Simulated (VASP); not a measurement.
A convergence study with VASP on CeO$_{2}$ (fluorite): one setting is varied, all else stays as given below, so the limit is that of these other settings.

```
CELL_PARAMETERS angstrom
      0.00000     2.70500     2.70500
      2.70500     0.00000     2.70500
      2.70500     2.70500     0.00000
ATOMIC_POSITIONS crystal
  Ce 0.00000 0.00000 0.00000
  O  0.25000 0.25000 0.25000
  O  0.75000 0.75000 0.75000
```

The numbers are results of LDA (Ceperley-Alder, Perdew-Zunger), VASP's LDA PAW potentials (set 64) (plane waves; VASP), not measurements. The tightest run used: 700 eV cut-off, 16×16×16 Γ-centred mesh, Gaussian smearing of 0.050 eV, potentials Ce O.

```csv
setting,E (eV/atom),pressure (GPa),irreducible k-points
1×1×1 mesh,-11.3553,-49.78,1
2×2×2 mesh,-9.5434,-2.15,3
3×3×3 mesh,-9.6148,-5.28,4
```

Question: These are the cheaper rows. Estimate the results at 16×16×16 mesh, and how far the last row shown lies from them.

Answer: 
```json
[
 {"quantity": "E (eV/atom)", "tightest run": "-9.6168", "last row shown is off by": "0.0020"},
 {"quantity": "pressure (GPa)", "tightest run": "-5.26", "last row shown is off by": "-0.03"}
]
```

Left out are rungs that failed or repeat a setting and relaxations that didn't move; long series are thinned to 24 rows.

The compound is CeO2 in the fluorite structure. The cell was not relaxed at this level. The run is not spin-polarised, so no magnetic state was tried.
